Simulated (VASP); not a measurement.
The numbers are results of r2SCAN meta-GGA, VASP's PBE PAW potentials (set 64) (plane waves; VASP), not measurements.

Input for VASP

### KPOINTS
```
Automatic mesh
0
Gamma
6 6 4
0 0 0
```

### POSCAR
```
Te
1
    2.2300000000    -3.8624730000     0.0000000000
    2.2300000000     3.8624730000     0.0000000000
    0.0000000000     0.0000000000     5.9300000000
Te
3
Direct
  0.0000000000   0.2630000000   0.6666670000
  0.7370000000   0.7370000000   0.0000000000
  0.2630000000   0.0000000000   0.3333330000
```

INCAR:
```
SYSTEM = Te
PREC = Accurate
ENCUT = 520
EDIFF = 1E-6
NELM = 100
ALGO = Normal
LREAL = .FALSE.
LASPH = .TRUE.
ISMEAR = 0
SIGMA = 0.05
METAGGA = R2SCAN
LMIXTAU = .TRUE.
LMAXMIX = 4
LWAVE = .FALSE.
LCHARG = .FALSE.
IBRION = 2
ISIF = 3
NSW = 60
EDIFFG = -0.01
```

POTCAR, in this order: Te (PBE.64 set). Program: vasp_std.

Output of the run:

**OUTCAR**
```
 ion  position               nearest neighbor table
   1  0.000  0.263  0.667-   2 2.83   3 2.83   2 3.50   2 3.50   3 3.50   3 3.50
   2  0.737  0.737  0.000-   3 2.83   1 2.83   1 3.50   3 3.50   3 3.50   1 3.50
   3  0.263  0.000  0.333-   2 2.83   1 2.83   2 3.50   2 3.50   1 3.50   1 3.50
  LATTYP: Found a hexagonal cell.
 ALAT       =     4.4599997394
 C/A-ratio  =     1.3295964902
 Subroutine PRICEL returns:
 Original cell was already a primitive cell.
 Subroutine GETGRP returns: Found  6 space group operations
The static configuration has the point symmetry C_2 .
 The point group associated with its full space group is D_3 .
The dynamic configuration has the point symmetry C_2 .
 Subroutine INISYM returns: Found  6 space group operations
 Subroutine IBZKPT returns following result:
 Found     24 irreducible k-points:

 Following reciprocal coordinates:
            Coordinates               Weight
  0.000000  0.000000  0.000000      1.000000
  0.166667  0.000000  0.000000      6.000000
  0.333333 -0.000000  0.000000      6.000000
  0.500000  0.000000  0.000000      3.000000
  0.166667  0.166667  0.000000      6.000000
  0.333333  0.166667  0.000000     12.000000
  0.333333  0.333333  0.000000      2.000000
  0.000000  0.000000  0.250000      2.000000
  0.166667  0.000000  0.250000      6.000000
  0.000000  0.166667  0.250000      6.000000
  0.333333 -0.000000  0.250000      6.000000
 -0.000000  0.333333  0.250000      6.000000
  0.500000  0.000000  0.250000      6.000000
  0.166667  0.166667  0.250000     12.000000
  0.333333  0.166667  0.250000     12.000000
 -0.166667  0.500000  0.250000     12.000000
  0.333333  0.333333  0.250000      4.000000
  0.000000  0.000000  0.500000      1.000000
  0.166667  0.000000  0.500000      6.000000
  0.333333 -0.000000  0.500000      6.000000
  0.500000  0.000000  0.500000      3.000000
  0.166667  0.166667  0.500000      6.000000
  0.333333  0.166667  0.500000     12.000000
  0.333333  0.333333  0.500000      2.000000
   k-points           NKPTS =     24   k-points in BZ     NKDIM =     24   number of bands    NBANDS=     13
   number of dos      NEDOS =    301   number of ions     NIONS =      3
   total plane-waves  NPLWV =  62208
   dimension x,y,z NGX =    36 NGY =   36 NGZ =   48
   dimension x,y,z NGXF=    72 NGYF=   72 NGZF=   96
   ions per type =               3
   PREC   = accura    normal or accurate (medium, high low for compatibility)
   ISTART =      0    job   : 0-new  1-cont  2-samecut
   ICHARG =      2    charge: 1-file 2-atom 10-const
   ISPIN  =      1    spin polarized calculation?
   LNONCOLLINEAR =      F non collinear calculations
   LSORBIT =      F    spin-orbit coupling
   INIWAV =      1    electr: 0-lowe 1-rand  2-diag
   ENCUT  =  520.0 eV  38.22 Ry    6.18 a.u.   8.29  8.29 11.03*2*pi/ulx,y,z
   NELM   =    100;   NELMIN=  2; NELMDL= -5     # of ELM steps
   EDIFF  = 0.1E-05   stopping-criterion for ELM
   LREAL  =      F    real-space projection
   NLSPLINE    = F    spline interpolate recip. space projectors
   LMAXMIX     =    4 max onsite mixed and CHGCAR
   VOSKOWN=      0    Vosko Wilk Nusair interpolation
   EDIFFG = -.1E-01   stopping-criterion for IOM
   NSW    =     60    number of steps for IOM
   NBLOCK =      1;   KBLOCK =     60    inner block; outer block
   IBRION =      2    ionic relax: 0-MD 1-quasi-New 2-CG
   NFREE  =      1    steps in history (QN), initial steepest desc. (CG)
   ISIF   =      3    stress and relaxation
   ISYM   =      2    0-nonsym 1-usesym 2-fastsym
   TEIN   =    0.0    initial temperature
   TEBEG  =    0.0;   TEEND  =   0.0 temperature during run
   SMASS  =  -3.00    Nose mass-parameter (am)
   PSTRESS=    0.0 pullay stress
   NELECT =      18.0000    total number of electrons
...
```

**OSZICAR**
```
...
DAV:   8    -0.762286079979E+02   -0.13930E-04   -0.24113E-05   624   0.655E-02    0.395E-03
DAV:   9    -0.762286071197E+02    0.87812E-06   -0.16604E-05   624   0.528E-02    0.361E-03
DAV:  10    -0.762286137700E+02   -0.66503E-05   -0.24969E-06   432   0.184E-02    0.855E-04
DAV:  11    -0.762286140417E+02   -0.27174E-06   -0.32300E-07   312   0.710E-03
   2 F= -.76228614E+02 E0= -.76228614E+02  d E =-.661244E-02
       N       E                     dE             d eps       ncg     rms          rms(c)
DAV:   1    -0.762410060206E+02   -0.12392E-01   -0.29309E-01   634   0.281E+00    0.680E-01
DAV:   2    -0.762372319465E+02    0.37741E-02   -0.10459E-02   629   0.688E-01    0.321E-01
DAV:   3    -0.762343989706E+02    0.28330E-02   -0.52208E-03   624   0.390E-01    0.174E-01
DAV:   4    -0.762343873989E+02    0.11572E-04   -0.29788E-04   742   0.122E-01    0.164E-01
DAV:   5    -0.762343471133E+02    0.40286E-04   -0.35936E-05   681   0.607E-02    0.839E-02
DAV:   6    -0.762343950036E+02   -0.47890E-04   -0.84321E-05   624   0.930E-02    0.487E-03
DAV:   7    -0.762344112927E+02   -0.16289E-04   -0.14100E-05   624   0.473E-02    0.352E-03
DAV:   8    -0.762344085746E+02    0.27181E-05   -0.31118E-06   629   0.232E-02    0.262E-03
DAV:   9    -0.762344115653E+02   -0.29906E-05   -0.19425E-06   432   0.179E-02    0.991E-04
DAV:  10    -0.762344108459E+02    0.71933E-06   -0.30012E-07   312   0.549E-03
   3 F= -.76234411E+02 E0= -.76234411E+02  d E =-.124092E-01
       N       E                     dE             d eps       ncg     rms          rms(c)
DAV:   1    -0.762367238169E+02   -0.23123E-02   -0.76953E-02   624   0.152E+00    0.260E-01
DAV:   2    -0.762365848912E+02    0.13893E-03   -0.29615E-03   659   0.369E-01    0.844E-02
DAV:   3    -0.762364961573E+02    0.88734E-04   -0.22216E-04   699   0.101E-01    0.630E-02
DAV:   4    -0.762364468074E+02    0.49350E-04   -0.14240E-04   624   0.771E-02    0.312E-02
DAV:   5    -0.762364344369E+02    0.12371E-04   -0.42970E-05   629   0.630E-02    0.143E-02
DAV:   6    -0.762364473003E+02   -0.12863E-04   -0.22655E-05   624   0.534E-02    0.619E-03
DAV:   7    -0.762364527227E+02   -0.54224E-05   -0.44541E-06   644   0.229E-02    0.253E-03
DAV:   8    -0.762364535808E+02   -0.85812E-06   -0.72878E-07   317   0.947E-03
   4 F= -.76236454E+02 E0= -.76236454E+02  d E =-.204273E-02
       N       E                     dE             d eps       ncg     rms          rms(c)
DAV:   1    -0.762432966778E+02   -0.68440E-02   -0.69109E-01   624   0.455E+00    0.803E-01
DAV:   2    -0.762420553451E+02    0.12413E-02   -0.26871E-02   659   0.111E+00    0.255E-01
DAV:   3    -0.762412668831E+02    0.78846E-03   -0.19816E-03   709   0.301E-01    0.193E-01
DAV:   4    -0.762408160562E+02    0.45083E-03   -0.13019E-03   624   0.233E-01    0.942E-02
DAV:   5    -0.762407352540E+02    0.80802E-04   -0.40054E-04   639   0.192E-01    0.440E-02
DAV:   6    -0.762408535089E+02   -0.11825E-03   -0.20680E-04   624   0.161E-01    0.194E-02
DAV:   7    -0.762409075975E+02   -0.54089E-04   -0.40813E-05   634   0.685E-02    0.810E-03
DAV:   8    -0.762409129661E+02   -0.53685E-05   -0.70078E-06   629   0.282E-02    0.573E-03
DAV:   9    -0.762409148771E+02   -0.19110E-05   -0.12152E-06   422   0.116E-02    0.515E-04
DAV:  10    -0.762409151651E+02   -0.28802E-06   -0.94121E-08   312   0.291E-03
   5 F= -.76240915E+02 E0= -.76240915E+02  d E =-.650432E-02
       N       E                     dE             d eps       ncg     rms          rms(c)
DAV:   1    -0.762521716361E+02   -0.11257E-01   -0.27614E+00   624   0.905E+00    0.170E+00
DAV:   2    -0.762472774933E+02    0.48941E-02   -0.10922E-01   649   0.223E+00    0.516E-01
DAV:   3    -0.762442776618E+02    0.29998E-02   -0.78293E-03   729   0.599E-01    0.402E-01
DAV:   4    -0.762424690177E+02    0.18086E-02   -0.54837E-03   624   0.478E-01    0.189E-01
DAV:   5    -0.762422041894E+02    0.26483E-03   -0.17007E-03   639   0.396E-01    0.879E-02
DAV:   6    -0.762427212650E+02   -0.51708E-03   -0.82678E-04   624   0.317E-01    0.398E-02
DAV:   7    -0.762429078347E+02   -0.18657E-03   -0.15325E-04   624   0.130E-01    0.163E-02
DAV:   8    -0.762429271381E+02   -0.19303E-04   -0.29524E-05   624   0.571E-02    0.120E-02
DAV:   9    -0.762429344700E+02   -0.73319E-05   -0.51420E-06   634   0.232E-02    0.136E-03
DAV:  10    -0.762429348973E+02   -0.42727E-06   -0.33481E-07   337   0.590E-03
   6 F= -.76242935E+02 E0= -.76242935E+02  d E =-.852405E-02
       N       E                     dE             d eps       ncg     rms          rms(c)
DAV:   1    -0.762439630818E+02   -0.10286E-02   -0.18765E-01   624   0.237E+00    0.411E-01
DAV:   2    -0.762435508544E+02    0.41223E-03   -0.72364E-03   649   0.576E-01    0.129E-01
DAV:   3    -0.762433275145E+02    0.22334E-03   -0.55103E-04   729   0.158E-01    0.979E-02
DAV:   4    -0.762432126696E+02    0.11484E-03   -0.37897E-04   634   0.125E-01    0.430E-02
DAV:   5    -0.762432083718E+02    0.42979E-05   -0.92428E-05   624   0.932E-02    0.224E-02
DAV:   6    -0.762432270931E+02   -0.18721E-04   -0.59846E-05   624   0.849E-02    0.128E-02
DAV:   7    -0.762432490989E+02   -0.22006E-04   -0.16901E-05   624   0.439E-02    0.511E-03
DAV:   8    -0.762432509172E+02   -0.18183E-05   -0.19916E-06   432   0.150E-02    0.139E-03
DAV:   9    -0.762432509106E+02    0.65822E-08   -0.30118E-07   312   0.471E-03
   7 F= -.76243251E+02 E0= -.76243251E+02  d E =-.884006E-02
       N       E                     dE             d eps       ncg     rms          rms(c)
DAV:   1    -0.762460812388E+02   -0.28303E-02   -0.18420E-01   624   0.232E+00    0.353E-01
DAV:   2    -0.762447495765E+02    0.13317E-02   -0.70863E-03   659   0.577E-01    0.203E-01
DAV:   3    -0.762433616909E+02    0.13879E-02   -0.26904E-03   629   0.286E-01    0.115E-01
DAV:   4    -0.762433873599E+02   -0.25669E-04   -0.17770E-04   731   0.103E-01    0.111E-01
DAV:   5    -0.762433208017E+02    0.66558E-04   -0.36824E-05   659   0.665E-02    0.461E-02
DAV:   6    -0.762433624122E+02   -0.41610E-04   -0.67007E-05   624   0.908E-02    0.127E-02
DAV:   7    -0.762433723034E+02   -0.98912E-05   -0.64463E-06   624   0.284E-02    0.199E-03
DAV:   8    -0.762433722145E+02    0.88877E-07   -0.25958E-07   312   0.538E-03
   8 F= -.76243372E+02 E0= -.76243372E+02  d E =-.121304E-03
       N       E                     dE             d eps       ncg     rms          rms(c)
DAV:   1    -0.762442304508E+02   -0.85815E-03   -0.39064E-02   624   0.107E+00    0.165E-01
DAV:   2    -0.762439322555E+02    0.29820E-03   -0.14826E-03   659   0.266E-01    0.937E-02
DAV:   3    -0.762436410994E+02    0.29116E-03   -0.58767E-04   624   0.133E-01    0.501E-02
DAV:   4    -0.762436518627E+02   -0.10763E-04   -0.34122E-05   733   0.474E-02    0.477E-02
DAV:   5    -0.762436459060E+02    0.59567E-05   -0.91484E-06   649   0.336E-02    0.179E-02
DAV:   6    -0.762436582682E+02   -0.12362E-04   -0.15815E-05   624   0.452E-02    0.468E-03
DAV:   7    -0.762436607120E+02   -0.24438E-05   -0.15222E-06   427   0.144E-02    0.807E-04
DAV:   8    -0.762436605556E+02    0.15641E-06   -0.84937E-08   312   0.316E-03
   9 F= -.76243661E+02 E0= -.76243661E+02  d E =-.409645E-03
       N       E                     dE             d eps       ncg     rms          rms(c)
DAV:   1    -0.762436332612E+02    0.27451E-04   -0.82902E-02   624   0.175E+00    0.163E-01
DAV:   2    -0.762441677023E+02   -0.53444E-03   -0.38164E-03   689   0.422E-01    0.497E-02
DAV:   3    -0.762441790441E+02   -0.11342E-04   -0.11390E-04   720   0.864E-02    0.288E-02
DAV:   4    -0.762441787031E+02    0.34098E-06   -0.40941E-05   664   0.472E-02    0.151E-02
DAV:   5    -0.762441802708E+02   -0.15677E-05   -0.13234E-05   634   0.344E-02    0.890E-03
DAV:   6    -0.762441808304E+02   -0.55959E-06   -0.44734E-06   624   0.220E-02
  10 F= -.76244181E+02 E0= -.76244181E+02  d E =-.520275E-03
```

OUTCAR:
```
------------------------ aborting loop because EDIFF is reached ----------------------------------------
  FORCE on cell =-STRESS in cart. coord.  units (eV):
  Direction    XX          YY          ZZ          XY          YZ          ZX
  --------------------------------------------------------------------------------------
  Total       -0.0036809     -0.0036809      0.0137774      0.0000000      0.0000000      0.0000000
  in kB       -0.0541585     -0.0541585      0.2027120      0.0000000      0.0000000      0.0000000
  external PRESSURE =       0.0314650 kB  Pullay stress =       0.0000000 kB
  volume of cell :      108.89
      direct lattice vectors                 reciprocal lattice vectors
     2.307612066 -3.996901009  0.000000000     0.216674201 -0.125096919 -0.000000000
     2.307612066  3.996901009 -0.000000000     0.216674201  0.125096919  0.000000000
    -0.000000000 -0.000000000  5.903109343    -0.000000000  0.000000000  0.169402249
 POSITION                                       TOTAL-FORCE (eV/Angst)
 -----------------------------------------------------------------------------------
      0.58773      1.01799      3.93541        -0.000228     -0.000395      0.000000
      3.43975     -0.00000      5.90311         0.000457      0.000000      0.000000
      0.58773     -1.01799      1.96770        -0.000228      0.000395     -0.000000
 -----------------------------------------------------------------------------------
    total drift:                               -0.000168     -0.000397      0.000012
  FREE ENERGIE OF THE ION-ELECTRON SYSTEM (eV)
  ---------------------------------------------------
  free  energy   TOTEN  =       -76.2441808304 eV

  energy  without entropy=      -76.2441808304  energy(sigma->0) =      -76.24418083

 reached required accuracy - stopping structural energy minimisation
```
(Selected blocks of OUTCAR.)

### CONTCAR
```
Te
   1.00000000000000
     2.3076120655862060   -3.9969010091532473    0.0000000000000000
     2.3076120655862060    3.9969010091532473   -0.0000000000000000
    -0.0000000000000000   -0.0000000000000000    5.9031093430756183
  Te
     3
Direct
     0.0000000000037217    0.2546939293308109    0.6666669999999968
     0.7453060706654673    0.7453060706654673    1.0000000000000000
     0.2546939293308109    0.0000000000037217    0.3333330000000032
```

Energy and stress use the plane-wave basis of the starting cell.

The compound is Te in the trig structure. This run relaxes it. Symmetry was kept, so distortions that lower it aren't found.
